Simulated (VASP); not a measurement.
Computed with PBEsol GGA, VASP's PBE PAW potentials (set 64) (plane waves; VASP).

Input for VASP

**KPOINTS**
```
Automatic mesh
0
Gamma
9 9 9
0 0 0
```

POSCAR:
```
Ni3Al
1
    3.3405524349     0.0000000000    -0.0000000000
    0.0000000000     3.3405524349     0.0000000000
    0.0000000000     0.0000000000     3.3405524349
Al Ni
1 3
Direct
  0.0000000000   0.0000000000   0.0000000000
  0.0000000000   0.5000000000   0.5000000000
  0.5000000000   0.0000000000   0.5000000000
  0.5000000000   0.5000000000   0.0000000000
```

**INCAR**
```
SYSTEM = Ni3Al
PREC = Accurate; ENCUT = 500; LREAL = .False.
LASPH = .True.
EDIFF = 1E-6; NELM = 100; ALGO = Normal
LMAXMIX = 4
ISMEAR = 1; SIGMA = 0.1
GGA = PS
MAGMOM = -0.0 0.2 0.2 0.2
ISPIN = 2
IBRION = 2; NSW = 40; ISIF = 3
EDIFFG = -0.02; PSTRESS = 450
LWAVE = .False.; LCHARG = .False.; LORBIT = 10
```

POTCAR, in this order: Al Ni (PBE.64 set). Program: vasp_std.

The resulting files:

**OSZICAR**
```
       N       E                     dE             d eps       ncg     rms          rms(c)
DAV:   1     0.194079174451E+03    0.19408E+03   -0.14339E+04  2848   0.214E+03
DAV:   2    -0.175880329437E+02   -0.21167E+03   -0.20410E+03  2804   0.380E+02
DAV:   3    -0.283470602760E+02   -0.10759E+02   -0.10069E+02  2980   0.116E+02
DAV:   4    -0.285707099861E+02   -0.22365E+00   -0.22233E+00  3240   0.154E+01
DAV:   5    -0.285776245706E+02   -0.69146E-02   -0.69128E-02  3476   0.254E+00    0.241E+01
DAV:   6    -0.274476800450E+02    0.11299E+01   -0.70669E+01  3092   0.143E+02    0.174E+01
DAV:   7    -0.236452787313E+02    0.38024E+01   -0.18636E+01  3072   0.743E+01    0.407E+00
DAV:   8    -0.235498446264E+02    0.95434E-01   -0.35786E-01  3284   0.672E+00    0.167E+00
DAV:   9    -0.235209809165E+02    0.28864E-01   -0.35372E-02  3720   0.269E+00    0.260E-01
DAV:  10    -0.235200049593E+02    0.97596E-03   -0.17425E-03  2976   0.449E-01    0.140E-01
DAV:  11    -0.235198713200E+02    0.13364E-03   -0.10970E-04  3708   0.105E-01    0.753E-02
DAV:  12    -0.235198718655E+02   -0.54549E-06   -0.16877E-05  3380   0.533E-02    0.234E-02
DAV:  13    -0.235198706800E+02    0.11855E-05   -0.19482E-06  2348   0.229E-02    0.886E-03
DAV:  14    -0.235198699269E+02    0.75314E-06   -0.14926E-06  1888   0.129E-02
   1 F= -.13049626E+02 E0= -.13049881E+02  d E =-.130496E+02  mag=     0.0221
```

File OUTCAR:
```
------------------------ aborting loop because EDIFF is reached ----------------------------------------
  FORCE on cell =-STRESS in cart. coord.  units (eV):
  Direction    XX          YY          ZZ          XY          YZ          ZX
  --------------------------------------------------------------------------------------
  Total       10.4808430     10.4808430     10.4808430      0.0000000      0.0000000     -0.0000000
  in kB      450.4555264    450.4555264    450.4555264      0.0000000      0.0000000     -0.0000000
  external PRESSURE =       0.4555264 kB  Pullay stress =     450.0000000 kB
  volume of cell :       37.28
      direct lattice vectors                 reciprocal lattice vectors
     3.340552435  0.000000000  0.000000000     0.299351685  0.000000000  0.000000000
     0.000000000  3.340552435  0.000000000     0.000000000  0.299351685  0.000000000
     0.000000000  0.000000000  3.340552435     0.000000000  0.000000000  0.299351685
 POSITION                                       TOTAL-FORCE (eV/Angst)
 -----------------------------------------------------------------------------------
      0.00000      0.00000      0.00000         0.000000      0.000000      0.000000
      0.00000      1.67028      1.67028         0.000000      0.000000      0.000000
      1.67028      0.00000      1.67028         0.000000      0.000000      0.000000
      1.67028      1.67028      0.00000         0.000000      0.000000      0.000000
 -----------------------------------------------------------------------------------
    total drift:                                0.000000     -0.000000     -0.000000
  FREE ENERGIE OF THE ION-ELECTRON SYSTEM (eV)
  ---------------------------------------------------
  free  energy   TOTEN  =       -23.5198699269 eV

  energy  without entropy=      -23.5206366539  energy(sigma->0) =      -23.52012550
  enthalpy is  TOTEN    =       -13.0496257380 eV   P V=       10.4702441888

 total charge

# of ion       s       p       d       tot
------------------------------------------
    1        0.436   0.483   0.000   0.919
    2        0.591   0.719   8.504   9.813
    3        0.591   0.719   8.504   9.813
    4        0.591   0.719   8.504   9.813
--------------------------------------------------
tot          2.209   2.639  25.511  30.359

 magnetization (x)

# of ion       s       p       d       tot
------------------------------------------
    1       -0.000  -0.000   0.000  -0.000
    2       -0.000  -0.000   0.008   0.008
    3       -0.000  -0.000   0.008   0.008
    4       -0.000  -0.000   0.008   0.008
--------------------------------------------------
tot         -0.000  -0.001   0.024   0.023

 reached required accuracy - stopping structural energy minimisation
```
(Selected blocks of OUTCAR.)

### OUTCAR
```
 val. band max:       12.1550515436   @ k =   0.2222   0.2222   0.1111

 cond. band min:      12.1640400083   @ k =   0.4444   0.1111   0.1111


 Fermi energy:        12.1574796561

 spin component 1

 k-point     1 :       0.0000    0.0000    0.0000
  band No.  band energies     occupation
      1       0.8186      1.00000
      2       6.6517      1.00000
      3       7.5159      1.00000
      4       7.5159      1.00000
      5       8.0192      1.00000
      6       8.0192      1.00000
      7       8.0192      1.00000
      8      10.5395      1.00000
      9      10.5395      1.00000
     10      10.5395      1.00000
     11      11.6076      1.00000
     12      11.6076      1.00000
     13      12.0765      0.99259
     14      12.3905     -0.00239
     15      12.3905     -0.00239
     16      12.3905     -0.00239
     17      13.0738     -0.00000
     18      13.0738     -0.00000
     19      13.0738     -0.00000
     20      19.8987      0.00000

 k-point     2 :       0.1111    0.0000    0.0000
  band No.  band energies     occupation
      1       0.9925      1.00000
      2       6.7184      1.00000
      3       7.4269      1.00000
      4       7.6355      1.00000
      5       8.0547      1.00000
      6       8.0547      1.00000
      7       8.0665      1.00000
      8      10.4364      1.00000
      9      10.4364      1.00000
     10      10.4847      1.00000
     11      11.4885      1.00000
     12      11.6098      1.00000
     13      11.9046      1.00102
     14      11.9046      1.00102
     15      12.0012      1.02478
     16      12.3907     -0.00237
     17      12.4892     -0.00001
     18      13.7736     -0.00000
     19      13.7736     -0.00000
     20      19.8443      0.00000

 k-point     3 :       0.2222    0.0000    0.0000
  band No.  band energies     occupation
      1       1.5059      1.00000
      2       6.7167      1.00000
      3       7.2454      1.00000
...
```

The compound is Ni3Al in the L1_2 structure. It was relaxed first under an external pressure of 45 GPa.
